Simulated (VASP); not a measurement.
Input:

```
CaSe
1.0
    3.50719     0.00000     0.00000
    0.00000     3.50719     0.00000
    0.00000     0.00000     3.50719
Ca Se
1 1
Direct
  0.00000   0.00000   0.00000
  0.50000   0.50000   0.50000
```

The numbers are results of PBEsol GGA, VASP's PBE PAW potentials (set 64) (plane waves; VASP), not measurements. Numerical set-up: 500 eV cut-off, 8×8×8 Γ-centred mesh, Gaussian smearing of 0.050 eV, potentials Ca_sv Se.

Question: Predict the energy per atom (σ→0), pressure, band gap (on the k-mesh) with the smallest direct gap where there is one.

Answer: 
```json
{
 "band gap (on the k-mesh)": "0.47 eV",
 "smallest direct gap (on the k-mesh)": "0.47 eV",
 "energy per atom (σ→0)": "-4.694 eV/atom",
 "pressure": "4.97 GPa"
}
```

The absolute energy has meaning only against runs of the same code, potentials and settings.

The structure was generated: CaSe was put into the CsCl type type (Pm-3m), which need not be its known phase. It was relaxed first under an external pressure of 5 GPa.
